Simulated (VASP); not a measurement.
```
CELL_PARAMETERS angstrom
      4.21110     0.00000     0.00000
      0.00000     4.21110     0.00000
      0.00000     0.00000     4.21110
ATOMIC_POSITIONS crystal
  Ba 0.00000 0.00000 0.00000
  Zr 0.50000 0.50000 0.50000
  O  0.50000 0.00000 0.50000
  O  0.00000 0.50000 0.50000
  O  0.50000 0.50000 0.00000
```

Method: optB86b-vdW, VASP's PBE PAW potentials (set 64) (plane waves; VASP). Numerical set-up: 520 eV cut-off, Gaussian smearing of 0.050 eV, potentials Ba_sv Zr_sv O.

Unless said otherwise, spin-orbit coupling is left out, though it shifts the bands of the heavy elements here.

Question: Give the energies of bands 12 to 23 at the high-symmetry points, in eV from the valence-band maximum.

Answer: 
```json
[
 {"band": "12", "Γ": "-1.47", "X": "-3.60", "M": "-3.71", "R": "-3.67"},
 {"band": "13", "Γ": "-1.47", "X": "-1.89", "M": "-3.69", "R": "-3.67"},
 {"band": "14", "Γ": "-1.47", "X": "-1.89", "M": "-3.61", "R": "-3.46"},
 {"band": "15", "Γ": "-0.97", "X": "-1.77", "M": "-2.36", "R": "-2.52"},
 {"band": "16", "Γ": "-0.97", "X": "-1.71", "M": "-2.36", "R": "-2.52"},
 {"band": "17", "Γ": "-0.97", "X": "-1.71", "M": "-0.93", "R": "-2.52"},
 {"band": "18", "Γ": "-0.23", "X": "-1.65", "M": "-0.93", "R": "0.00"},
 {"band": "19", "Γ": "-0.23", "X": "-0.47", "M": "-0.82", "R": "0.00"},
 {"band": "20", "Γ": "-0.23", "X": "-0.47", "M": "-0.07", "R": "0.00"},
 {"band": "21", "Γ": "3.17", "X": "3.60", "M": "5.60", "R": "5.97"},
 {"band": "22", "Γ": "3.17", "X": "5.62", "M": "5.60", "R": "5.97"},
 {"band": "23", "Γ": "3.17", "X": "5.62", "M": "6.38", "R": "5.97"}
]
```

The gap is indirect, 3.17 eV, from the valence maximum at R to the conduction minimum at Γ.

The compound is BaZrO3 in the cubic perovskite structure. It was relaxed first.
